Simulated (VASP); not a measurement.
Crystal: SiC3.

```
C Si
1.0
     2.79640    0.00000    0.00000
     0.00000    2.79640    0.00000
     0.00000    0.00000    4.09004
C Si
3 1
Direct
  0.50000 0.00000 0.78627
  0.50000 0.50000 0.00000
  0.00000 0.50000 0.21373
  0.00000 0.00000 0.50000
```

The cell was built by a generator and needn't be a form met in nature.

Base run:

| Property | Result |
| --- | --- |
| Program | VASP 6.6.1 |
| Functional | r2SCAN |
| Potentials or basis | VASP PAW PBE potentials, release 64 (C, Si) |
| Cutoff | 520 eV |
| k mesh | 8 × 8 × 6 |
| Occupations | gaussian, width 0.01 eV |
| Spin | no spin polarisation |

Its results: band gap on the k mesh 1.78 eV, indirect (least direct gap 2.15 eV); pressure 0.0 GPa; largest force 0.047 eV/Å.

Q: The run is repeated on the same cell with these changes: functional from r2SCAN to PBE; further incar settings from ALGO = Normal; EDIFF = 1e-07; NBANDS = 16 to ALGO = Fast; EDIFF = 1e-07; NBANDS = 16. What comes out?

A: Band gap on the k mesh 1.51 eV, indirect (least direct gap 1.86 eV); pressure 3.3 GPa; largest force 0.323 eV/Å.

Caveats: the PAW data sets were made with another functional, which shifts forces and pressure a little (some runs).

A k mesh can miss the band edges.
